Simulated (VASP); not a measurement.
Energy against volume of Ho (hcp). These are PBE GGA with D3 dispersion (zero damping), VASP's PBE PAW potentials (set 64) (plane waves; VASP) values and carry that method's errors. Run with 520 eV cut-off, 12×12×7 Γ-centred mesh, first-order Methfessel-Paxton smearing of 0.10 eV, potentials Ho_3.

The 4f electrons are frozen in the core of the lanthanide potential, so 4f levels, which can set the real gap, and their magnetism are missing.

Shape and ions are relaxed at each volume.

```
V (Å³/atom)  E (eV/atom)
-----------  -----------
29.081          -4.81324
29.980          -4.81655
30.879          -4.81292
31.779          -4.80301
```

Q: Fit these four points and predict the energy of the run at 28.181 Å³/atom.

A: A cubic in V^(−2/3), the third-order Birch-Murnaghan form, passes through the four points with V0 = 29.94 Å³/atom and B0 = 41 GPa, and gives -4.8022 eV/atom there. The run gave -4.8016 eV/atom, +0.6 meV/atom from the fit; all five points give B0 = 42 GPa.

The compound is Ho in the hcp structure. It was relaxed first.
